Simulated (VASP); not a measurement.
# LiCl: exact exchange and RPA correlation, part 4 of 6

Wanted: where the RPA puts the energy minimum of LiCl. The scan starts from a database cell, scaled to the smallest volume of the series. The cell is of the rock-salt type, one of the forms listed for this formula. The start is a cell from a database of measured crystal structures.

VASP 6.6.1, plane waves and PAW; the level of theory is named at each step.

So far. Step 16 (Orbitals, volume ratio 1): The run ends at a pressure of 0.20 GPa. Step 17 (Exact exchange, volume ratio 1): The Hartree-Fock energy on these orbitals is -6.2878 eV an atom.

The database entry behind the starting cell differs from later determinations by our own check (0.1 to 0.3 % short, probably kX units), so it need not match the best structure at ambient conditions.

**18. Empty bands, volume ratio 1**

This step: PBE; plane waves and PAW (Cl_GW, Li_GW) (VASP 6.6.1).

The empty bands are made again, for the run that follows.

Input file INCAR:

```
SYSTEM = LiCl
PREC = Accurate
ENCUT = 300
ISMEAR = 0
SIGMA = 0.05
LREAL = .FALSE.
GGA = PE
NBANDS = 408
ALGO = Exact
NELM = 1
LWAVE = .TRUE.
LCHARG = .FALSE.
LOPTICS = .TRUE.
NEDOS = 1000
CSHIFT = 0.1
```

Input file POSCAR:

```
LiCl
1.0
    0.0000000000      2.5647700000      2.5647700000
    2.5647700000      0.0000000000      2.5647700000
    2.5647700000      2.5647700000      0.0000000000
Cl Li
1 1
Direct
    0.5000000000      0.5000000000      0.5000000000
    0.0000000000      0.0000000000      0.0000000000
```

Input file KPOINTS:

```
Automatic mesh
0
Gamma
4 4 4
0 0 0
```

The projector-augmented-wave data sets are Cl_GW and Li_GW (PBE family, release 64).

The run is started by

```bash
mpirun -np 8 vasp_std
```

Output:

```text
[banner, memory and clock lines left out]
running    8 mpi-ranks, on    1 nodes
[...]
[... a notice as in an earlier step ...]

 LDA part: xc-table for (Slater+PW92), standard interpolation
 found WAVECAR, reading the header
  number of bands has changed, file:    10 present:   408
  trying to continue reading WAVECAR, but it might fail
 POSCAR, INCAR and KPOINTS ok, starting setup
[...]
reading WAVECAR
 random initialization beyond band           10
 the WAVECAR file was read successfully
 initial charge from wavefunction
 entering main loop
       N       E                     dE             d eps       ncg     rms          rms(c)
DIA:   1    -0.736640743155E+01   -0.73664E+01    0.00000E+00     0   0.000E+00
   1 F= -.73664074E+01 E0= -.73664074E+01  d E =-.335829E-37
 writing wavefunctions
 optical routines
 imaginary and real dielectric function
 recalculating local potential from charge density
 direction            1
 direction            2
 direction            3
```

Wall time 2.8 s (8 MPI ranks of AMD EPYC 7R43, shared host); peak memory 0.66 GiB.

From OUTCAR (step 18):

```text
  Total        0.0411345      0.0411345      0.0411345      0.0000000     -0.0000000      0.0000000
  in kB        1.9531787      1.9531787      1.9531787      0.0000000     -0.0000000      0.0000000
  external PRESSURE =       1.9531787 kB  Pullay stress =       0.0000000 kB

 POSITION                                       TOTAL-FORCE (eV/Angst)
 -----------------------------------------------------------------------------------
      2.56477      2.56477      2.56477         0.000000      0.000000     -0.000000
      0.00000      0.00000      0.00000        -0.000000     -0.000000      0.000000
 -----------------------------------------------------------------------------------
    total drift:                                0.000000      0.000000      0.000000

  FREE ENERGIE OF THE ION-ELECTRON SYSTEM (eV)
  ---------------------------------------------------
  free  energy   TOTEN  =        -7.3664074315 eV

  energy  without entropy=       -7.3664074315  energy(sigma->0) =       -7.36640743

[... 1 part as in an earlier step ...]

[... 2 further parts left out ...]
[key lines of the parts left out:]
E-fermi :  -0.4925
```

WAVECAR now holds 408 bands for 8 electrons.

**19. RPA correlation, volume ratio 1**

This step: RPA correlation on PBE orbitals; plane waves and PAW (Cl_GW, Li_GW) (VASP 6.6.1).

RPA correlation at this point.

Input file INCAR:

```
SYSTEM = LiCl
PREC = Accurate
ENCUT = 300
ISMEAR = 0
SIGMA = 0.05
LREAL = .FALSE.
GGA = PE
NBANDS = 408
ALGO = ACFDT
ENCUTGW = 200
NOMEGA = 12
PRECFOCK = Fast
LWAVE = .FALSE.
LCHARG = .FALSE.
```

POSCAR is that of step 18.

KPOINTS is that of step 18.

The run is started by

```bash
mpirun -np 8 vasp_std
```

Output:

```text
[banner, memory and clock lines left out]
running    8 mpi-ranks, on    1 nodes
[...]
[... a notice as in an earlier step ...]

 LDA part: xc-table for (Slater+PW92), standard interpolation
 found WAVECAR, reading the header
 POSCAR, INCAR and KPOINTS ok, starting setup
[...]
reading WAVECAR
 the WAVECAR file was read successfully
 initial charge from wavefunction
 available memory per node:     83.87 GB, setting MAXMEM to     85883

 The Fermi energy was updated, please check that it is located mid-gap
 values below the HOMO (VB) or above the LUMO (CB) will cause erroneous energies
 E-fermi :   2.2201

 the WAVEDER file was read successfully
 set NWRITE>2 for more details about minimax calculation
 number of imaginary grid points requested:      12
 number of distinct grids requested:  1
 quadrature errors minimized for energies in [ 0.632E+01, 0.309E+03 ]
 bosonic grid (T=0, re) determined with error: 0.1503E-09
 bosonic grid (re): 0.1503E-09
[...]
NQ=   2    0.2500    0.0000    0.0000,
|.........|.........|.........|.........
 performed       2466000 updates of chi_q(r,r)
 total number of BLAS operations        762.68 Gflops
NQ=   3    0.5000    0.0000    0.0000,
|.........|.........|.........|.........
 performed       3699000 updates of chi_q(r,r)
 total number of BLAS operations       1275.70 Gflops
NQ=   4    0.2500    0.2500    0.0000,
|.........|.........|.........|.........
 performed       4932000 updates of chi_q(r,r)
 total number of BLAS operations       1744.71 Gflops
NQ=   5    0.5000    0.2500    0.0000,
|.........|.........|.........|.........
 performed       6165000 updates of chi_q(r,r)
 total number of BLAS operations       2205.14 Gflops
NQ=   6   -0.2500    0.2500    0.0000,
|.........|.........|.........|.........
 performed       7398000 updates of chi_q(r,r)
 total number of BLAS operations       2674.15 Gflops
NQ=   7    0.5000    0.5000    0.0000,
|.........|.........|.........|.........
 performed       8631000 updates of chi_q(r,r)
 total number of BLAS operations       3160.52 Gflops
NQ=   8   -0.2500    0.5000    0.2500,
|.........|.........|.........|.........
 performed       9864000 updates of chi_q(r,r)
 total number of BLAS operations       3587.49 Gflops
 entering main loop
```

Run time: 41 s. Hardware: 8 MPI ranks; peak memory 1 GiB; 5.4 min of CPU time.

Parts of OUTCAR (step 19):

```text
      cutoff energy     smooth cutoff   RPA   correlation   Hartree contr. to MP2
---------------------------------------------------------------------------------
            200.000           160.000      -10.6436042071      -15.2793464480
            190.476           152.381      -10.5590992952      -15.1849594883
            181.406           145.125      -10.4697677539      -15.0848549071
            172.768           138.214      -10.3740752312      -14.9771993431
            164.541           131.632      -10.2711843345      -14.8609882488
            156.705           125.364      -10.1638697957      -14.7391962629
            149.243           119.394      -10.0496686876      -14.6088458699
            142.136           113.709       -9.9284823015      -14.4697408050
  linear regression

[... 2 parts as in an earlier step ...]

[... 2 further parts left out ...]
[key lines of the parts left out:]
E-fermi :   2.2201
```

Extrapolated by the program to an infinite response cutoff, the correlation energy is -5.8544 eV an atom, +10 meV against the point before. With exact exchange the total is -12.1423 eV an atom.

**20. Comparison: r2SCAN, volume ratio 1**

This step: r2SCAN; plane waves and PAW (Cl_GW, Li_GW) (VASP 6.6.1).

The comparison at this point.

Input file INCAR:

```
SYSTEM = LiCl
PREC = Accurate
ENCUT = 300
EDIFF = 1E-06
NELM = 100
ISMEAR = 0
SIGMA = 0.05
LREAL = .FALSE.
ALGO = Normal
METAGGA = R2SCAN
LASPH = .TRUE.
NBANDS = 10
LWAVE = .FALSE.
LCHARG = .FALSE.
KPAR = 8
```

POSCAR is that of step 19.

KPOINTS is that of step 19.

The run is started by

```bash
mpirun -np 8 vasp_std
```

Output:

```text
[... set-up lines as in an earlier step ...]
 entering main loop
       N       E                     dE             d eps       ncg     rms          rms(c)
DAV:   1     0.114767988089E+02    0.11477E+02   -0.34067E+03   168   0.476E+02
DAV:   2    -0.133894440376E+02   -0.24866E+02   -0.24515E+02   192   0.967E+01
DAV:   3    -0.143104374552E+02   -0.92099E+00   -0.92025E+00   206   0.213E+01
DAV:   4    -0.143217684206E+02   -0.11331E-01   -0.11331E-01   234   0.243E+00
[...]
DAV:  11    -0.124919363708E+02   -0.99765E-05   -0.93347E-07   190   0.891E-03    0.242E-03
DAV:  12    -0.124919353020E+02    0.10688E-05   -0.36023E-08   112   0.127E-03    0.113E-03
DAV:  13    -0.124919345318E+02    0.77015E-06   -0.11608E-08   106   0.864E-04
   1 F= -.12491935E+02 E0= -.12491935E+02  d E =-.107138E-12
```

The job ended after 6.6 s (8 MPI ranks; peak memory 0.71 GiB).

From OUTCAR (step 20):

```text
  Total       -0.1079266     -0.1079266     -0.1079266     -0.0000000      0.0000000      0.0000000
  in kB       -5.1246435     -5.1246435     -5.1246435     -0.0000000      0.0000000      0.0000000
  external PRESSURE =      -5.1246435 kB  Pullay stress =       0.0000000 kB

 POSITION                                       TOTAL-FORCE (eV/Angst)
 -----------------------------------------------------------------------------------
      2.56477      2.56477      2.56477         0.000000     -0.000000      0.000000
      0.00000      0.00000      0.00000        -0.000000      0.000000     -0.000000
 -----------------------------------------------------------------------------------
    total drift:                                0.000000      0.000000      0.000000

  FREE ENERGIE OF THE ION-ELECTRON SYSTEM (eV)
  ---------------------------------------------------
  free  energy   TOTEN  =       -12.4919345318 eV

  energy  without entropy=      -12.4919345318  energy(sigma->0) =      -12.49193453

[... 2 parts as in an earlier step ...]

[... 1 further part left out ...]
[key lines of the parts left out:]
E-fermi :  -1.0828
```

Its energy is -6.2460 eV an atom, on a zero of its own.

**21. Orbitals for comparison: HSE06, volume ratio 1**

This step: PBE; plane waves and PAW (Cl_GW, Li_GW) (VASP 6.6.1).

Starting orbitals, as before.

Input file INCAR:

```
SYSTEM = LiCl
PREC = Accurate
ENCUT = 300
EDIFF = 1E-05
NELM = 100
ISMEAR = 0
SIGMA = 0.05
LREAL = .FALSE.
ALGO = Normal
GGA = PE
NBANDS = 10
LORBIT = 11
LWAVE = .TRUE.
LCHARG = .FALSE.
KPAR = 8
```

POSCAR is that of step 20.

KPOINTS is that of step 20.

The run is started by

```bash
mpirun -np 8 vasp_std
```

Output:

```text
[... set-up lines as in an earlier step ...]
 entering main loop
       N       E                     dE             d eps       ncg     rms          rms(c)
[... 10 cycles as in an earlier step ...]
DAV:  11    -0.736640719306E+01    0.61248E-06   -0.31582E-06   108   0.100E-02
   1 F= -.73664072E+01 E0= -.73664072E+01  d E =-.119329E-13
 writing wavefunctions
```

Run time: 1.8 s. Hardware: 8 MPI ranks; peak memory 0.68 GiB.

From OUTCAR (step 21):

```text
  Total        0.0444458      0.0444458      0.0444458      0.0000000      0.0000000     -0.0000000
  in kB        2.1104084      2.1104084      2.1104084      0.0000000      0.0000000     -0.0000000
  external PRESSURE =       2.1104084 kB  Pullay stress =       0.0000000 kB

 POSITION                                       TOTAL-FORCE (eV/Angst)
 -----------------------------------------------------------------------------------
      2.56477      2.56477      2.56477        -0.000000     -0.000000      0.000000
      0.00000      0.00000      0.00000         0.000000      0.000000     -0.000000
 -----------------------------------------------------------------------------------
    total drift:                                0.000000      0.000000      0.000000

  FREE ENERGIE OF THE ION-ELECTRON SYSTEM (eV)
  ---------------------------------------------------
  free  energy   TOTEN  =        -7.3664071931 eV

  energy  without entropy=       -7.3664071931  energy(sigma->0) =       -7.36640719

[... 2 parts as in an earlier step ...]

[... 1 further part left out ...]
[key lines of the parts left out:]
E-fermi :  -0.6869
```

The run ends at a pressure of 0.21 GPa.

**22. Comparison: HSE06, volume ratio 1**

This step: HSE06; plane waves and PAW (Cl_GW, Li_GW) (VASP 6.6.1).

The comparison at this point.

Input file INCAR:

```
SYSTEM = LiCl
PREC = Accurate
ENCUT = 300
EDIFF = 1E-06
NELM = 100
ISMEAR = 0
SIGMA = 0.05
LREAL = .FALSE.
ALGO = Normal
LHFCALC = .TRUE.
AEXX = 0.25
GGA = PE
HFSCREEN = 0.2
LASPH = .TRUE.
NBANDS = 10
PRECFOCK = Fast
LWAVE = .FALSE.
LCHARG = .FALSE.
KPAR = 8
```

POSCAR is that of step 21.

KPOINTS is that of step 21.

The run starts from files that an earlier step left in the folder.

The run is started by

```bash
mpirun -np 8 vasp_std
```

Output:

```text
[... set-up lines as in an earlier step ...]
 entering main loop
       N       E                     dE             d eps       ncg     rms          rms(c)
DAV:   1    -0.845270937319E+01   -0.84527E+01   -0.12378E-01   162   0.213E+00    0.153E-01
DAV:   2    -0.845350447647E+01   -0.79510E-03   -0.15797E-03   200   0.279E-01    0.112E-01
DAV:   3    -0.845338252632E+01    0.12195E-03   -0.36619E-05   206   0.535E-02    0.685E-02
DAV:   4    -0.845333362135E+01    0.48905E-04   -0.13771E-05   190   0.313E-02    0.413E-02
DAV:   5    -0.845331595032E+01    0.17671E-04   -0.58471E-06   196   0.203E-02    0.248E-02
DAV:   6    -0.845330937418E+01    0.65761E-05   -0.22038E-06   196   0.128E-02    0.149E-02
DAV:   7    -0.845330689042E+01    0.24838E-05   -0.87166E-07   172   0.824E-03    0.901E-03
DAV:   8    -0.845330587580E+01    0.10146E-05   -0.32915E-07   108   0.522E-03    0.548E-03
DAV:   9    -0.845330547086E+01    0.40494E-06   -0.17449E-07   110   0.377E-03
   1 F= -.84533055E+01 E0= -.84533055E+01  d E =-.288822E-20
```

The job ended after 11 s (8 MPI ranks; peak memory 1.4 GiB).

OUTCAR, selected parts (step 22):

```text
 POSITION                                       TOTAL-FORCE (eV/Angst)
 -----------------------------------------------------------------------------------
      2.56477      2.56477      2.56477         0.000000      0.000000     -0.000000
      0.00000      0.00000      0.00000        -0.000000     -0.000000      0.000000
 -----------------------------------------------------------------------------------
    total drift:                                0.000001      0.000001      0.000001

  FREE ENERGIE OF THE ION-ELECTRON SYSTEM (eV)
  ---------------------------------------------------
  free  energy   TOTEN  =        -8.4533054709 eV

  energy  without entropy=       -8.4533054709  energy(sigma->0) =       -8.45330547

[... 2 parts as in an earlier step ...]

[... 1 further part left out ...]
[key lines of the parts left out:]
E-fermi :  -1.5993
```

Its energy is -4.2267 eV an atom, on a zero of its own.

**23. Orbitals, volume ratio 1.03**

This step: PBE; plane waves and PAW (Cl_GW, Li_GW) (VASP 6.6.1).

The same chain follows at a volume ratio of 1.03.

Input file INCAR:

```
SYSTEM = LiCl
PREC = Accurate
ENCUT = 300
EDIFF = 1E-08
NELM = 100
ISMEAR = 0
SIGMA = 0.05
LREAL = .FALSE.
ALGO = Normal
GGA = PE
NBANDS = 10
LORBIT = 11
LWAVE = .TRUE.
LCHARG = .FALSE.
KPAR = 8
```

Input file POSCAR:

```
LiCl
1.0
    0.0000000000      2.5901654140      2.5901654140
    2.5901654140      0.0000000000      2.5901654140
    2.5901654140      2.5901654140      0.0000000000
Cl Li
1 1
Direct
    0.5000000000      0.5000000000      0.5000000000
    0.0000000000      0.0000000000      0.0000000000
```

KPOINTS is that of step 22.

The run is started by

```bash
mpirun -np 8 vasp_std
```

Output:

```text
[... set-up lines as in an earlier step ...]
 entering main loop
       N       E                     dE             d eps       ncg     rms          rms(c)
DAV:   1     0.225690261730E+02    0.22569E+02   -0.33054E+03   160   0.458E+02
DAV:   2    -0.631494059110E+01   -0.28884E+02   -0.28499E+02   178   0.993E+01
DAV:   3    -0.741479522347E+01   -0.10999E+01   -0.10993E+01   202   0.240E+01
DAV:   4    -0.742986461801E+01   -0.15069E-01   -0.15068E-01   228   0.262E+00
[...]
DAV:  11    -0.736733480882E+01    0.70726E-06   -0.39436E-06   242   0.109E-02    0.185E-03
DAV:  12    -0.736733504770E+01   -0.23888E-06   -0.28250E-07   184   0.383E-03    0.195E-04
DAV:  13    -0.736733505644E+01   -0.87418E-08   -0.97580E-09   200   0.641E-04
   1 F= -.73673351E+01 E0= -.73673351E+01  d E =-.601979E-14
 writing wavefunctions
```

The job ended after 2.6 s (8 MPI ranks; peak memory 0.78 GiB; 14 s of CPU time).

OUTCAR, selected parts (step 23):

```text
  Total       -0.1598861     -0.1598861     -0.1598861      0.0000000     -0.0000000      0.0000000
  in kB       -7.3707014     -7.3707014     -7.3707014      0.0000000     -0.0000000      0.0000000
  external PRESSURE =      -7.3707014 kB  Pullay stress =       0.0000000 kB

 POSITION                                       TOTAL-FORCE (eV/Angst)
 -----------------------------------------------------------------------------------
      2.59017      2.59017      2.59017         0.000000     -0.000000     -0.000000
      0.00000      0.00000      0.00000        -0.000000      0.000000      0.000000
 -----------------------------------------------------------------------------------
    total drift:                               -0.000000     -0.000000      0.000000

  FREE ENERGIE OF THE ION-ELECTRON SYSTEM (eV)
  ---------------------------------------------------
  free  energy   TOTEN  =        -7.3673350564 eV

  energy  without entropy=       -7.3673350564  energy(sigma->0) =       -7.36733506

[... 1 part as in an earlier step ...]

[... 2 further parts left out ...]
[key lines of the parts left out:]
E-fermi :  -0.8569
```

The run ends at a pressure of -0.74 GPa.

**24. Exact exchange, volume ratio 1.03**

This step: Hartree-Fock energy on PBE orbitals; plane waves and PAW (Cl_GW, Li_GW) (VASP 6.6.1).

Exact exchange at this point.

Input file INCAR:

```
SYSTEM = LiCl
PREC = Accurate
ENCUT = 300
ISMEAR = 0
SIGMA = 0.05
LREAL = .FALSE.
GGA = PE
NBANDS = 10
ALGO = Eigenval
NELM = 1
LHFCALC = .TRUE.
AEXX = 1
ALDAC = 0
AGGAC = 0
PRECFOCK = Normal
LWAVE = .FALSE.
LCHARG = .FALSE.
```

POSCAR is that of step 23.

KPOINTS is that of step 23.

The run starts from files that an earlier step left in the folder.

The run is started by

```bash
mpirun -np 8 vasp_std
```

Output:

```text
[... set-up lines as in an earlier step ...]
 entering main loop
       N       E                     dE             d eps       ncg     rms          rms(c)
EIG:   1    -0.125889514374E+02   -0.12589E+02    0.00000E+00     0   0.000E+00
   1 F= -.12588951E+02 E0= -.12588951E+02  d E =-.100871E-21
```

It took 4.4 s on 8 MPI ranks; peak memory 0.55 GiB.

Parts of OUTCAR (step 24):

```text
 POSITION                                       TOTAL-FORCE (eV/Angst)
 -----------------------------------------------------------------------------------
      2.59017      2.59017      2.59017         0.000000      0.000000      0.000000
      0.00000      0.00000      0.00000         0.000000      0.000000     -0.000000
 -----------------------------------------------------------------------------------
    total drift:                               -0.000000     -0.000000     -0.000000

  FREE ENERGIE OF THE ION-ELECTRON SYSTEM (eV)
  ---------------------------------------------------
  free  energy   TOTEN  =       -12.5889514374 eV

  energy  without entropy=      -12.5889514374  energy(sigma->0) =      -12.58895144

[... 2 parts as in an earlier step ...]

[... 1 further part left out ...]
[key lines of the parts left out:]
E-fermi :  -0.7807
```

The Hartree-Fock energy on these orbitals is -6.2945 eV an atom.

**25. Empty bands, volume ratio 1.03**

This step: PBE; plane waves and PAW (Cl_GW, Li_GW) (VASP 6.6.1).

The empty bands are made again, for the run that follows.

Input file INCAR:

```
SYSTEM = LiCl
PREC = Accurate
ENCUT = 300
ISMEAR = 0
SIGMA = 0.05
LREAL = .FALSE.
GGA = PE
NBANDS = 408
ALGO = Exact
NELM = 1
LWAVE = .TRUE.
LCHARG = .FALSE.
LOPTICS = .TRUE.
NEDOS = 1000
CSHIFT = 0.1
```

POSCAR is that of step 24.

KPOINTS is that of step 24.

The run is started by

```bash
mpirun -np 8 vasp_std
```

Output:

```text
[... set-up lines as in an earlier step ...]
 entering main loop
       N       E                     dE             d eps       ncg     rms          rms(c)
DIA:   1    -0.736733504533E+01   -0.73673E+01    0.00000E+00     0   0.000E+00
   1 F= -.73673350E+01 E0= -.73673350E+01  d E =-.149200E-10
 writing wavefunctions
 optical routines
 imaginary and real dielectric function
 recalculating local potential from charge density
 direction            1
 direction            2
 direction            3
```

Elapsed: 2.6 s, on 8 MPI ranks; peak memory 0.66 GiB; 15 s of CPU time.

From OUTCAR (step 25):

```text
  Total       -0.1598579     -0.1598579     -0.1598579      0.0000000      0.0000000     -0.0000000
  in kB       -7.3694016     -7.3694016     -7.3694016      0.0000000      0.0000000     -0.0000000
  external PRESSURE =      -7.3694016 kB  Pullay stress =       0.0000000 kB

 POSITION                                       TOTAL-FORCE (eV/Angst)
 -----------------------------------------------------------------------------------
      2.59017      2.59017      2.59017         0.000000      0.000000      0.000000
      0.00000      0.00000      0.00000        -0.000000     -0.000000     -0.000000
 -----------------------------------------------------------------------------------
    total drift:                               -0.000000     -0.000000      0.000000

  FREE ENERGIE OF THE ION-ELECTRON SYSTEM (eV)
  ---------------------------------------------------
  free  energy   TOTEN  =        -7.3673350453 eV

  energy  without entropy=       -7.3673350453  energy(sigma->0) =       -7.36733505

[... 2 parts as in an earlier step ...]

[... 1 further part left out ...]
[key lines of the parts left out:]
E-fermi :  -0.8986
```

(Part 4 of 6 ends here.)

[Lines on the potential files, build, host, timing and source positions are cut from VASP's logs without a mark.]

[Logs are printed without paths, hosts, clocks, repeated set-up lines and the standing remarks that a program may print on its own settings, such as how far it seeks lower states.]

[Hosts, paths, dates, database ids (printed as entryN), source tags and the programs' standing remarks are cut or masked in the printed files.]

[Pressures printed for these runs are not shown converged in the cutoff: they can be off by several GPa and have the wrong sign.]
